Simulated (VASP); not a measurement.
Given:

```xyz
2
Lattice="0.0000 2.6000 2.6000 2.6000 0.0000 2.6000 2.6000 2.6000 0.0000" Properties=species:S:1:pos:R:3 pbc="T T T"
Mg     0.0000     0.0000     0.0000
S      2.6000     2.6000     2.6000
```

Calculation: LDA (Ceperley-Alder, Perdew-Zunger), VASP's LDA PAW potentials (set 64) (plane waves; VASP). Settings: 520 eV cut-off, 8×8×8 Γ-centred mesh, Gaussian smearing of 0.050 eV, potentials Mg S.

Energy and stress use the plane-wave basis of the starting cell.

Q: The ions, cell shape and volume are relaxed. What does this cell relax into?

A: 
```xyz
2
Lattice="0.0000 2.5587 2.5587 2.5587 0.0000 2.5587 2.5587 2.5587 0.0000" Properties=species:S:1:pos:R:3 pbc="T T T"
Mg     0.0000     0.0000     0.0000
S      2.5587     2.5587     2.5587
```
Space group Fm-3m (225), at a tolerance of 0.03 Å.

Q: How do energy and volume change from the first to the last step?

A: The energy (σ→0) changes by -9.9 meV/atom and the volume by -4.7 %, in 3 ionic steps.

The compound is MgS in the rock salt structure. This run relaxes it. Symmetry was kept, so distortions that lower it aren't found.
